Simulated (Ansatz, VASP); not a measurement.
Ti3CN3 in VASP and in Ansatz

```
Ti N C
1.0
     3.00286    0.00000    0.00000
     0.00000    3.00286    0.00000
     0.00000    0.00000   19.75849
Ti N C
3 3 1
Direct
  0.50000 0.50000 0.20244
  0.00000 0.00000 0.30725
  0.50000 0.50000 0.40768
  0.00000 0.00000 0.20244
  0.50000 0.50000 0.30557
  0.00000 0.00000 0.41797
  0.37500 0.37500 0.50946
```

Alike in both runs: functional PBE; k mesh 9 × 9 × 1; occupations gaussian, width 0.1 eV; no spin polarisation.

Ansatz relaxed the structure, and its values are those at the end. VASP's run is a single point on that final structure, the one shown.

```csv
,VASP,Ansatz
version,VASP 6.6.1,Ansatz 0.2.0
potentials or method,"VASP PAW PBE potentials, release 64 (Ti_sv, N, C)","scalar-relativistic, plane waves, PAW"
plane-wave cutoff (eV),520,420
valence electrons in the cell,55,55
```

|  | VASP | Ansatz | Ansatz less VASP |
| --- | --- | --- | --- |
| gap on the k mesh at the Fermi level (eV) | none | none | - |
| rms of the force components (eV/Å) | 0.849 | 0.849 | -0.0005 |

A gap of «none» marks a metal or a gap that the smearing closes. Ansatz warned: «vacuum_below_fermi».
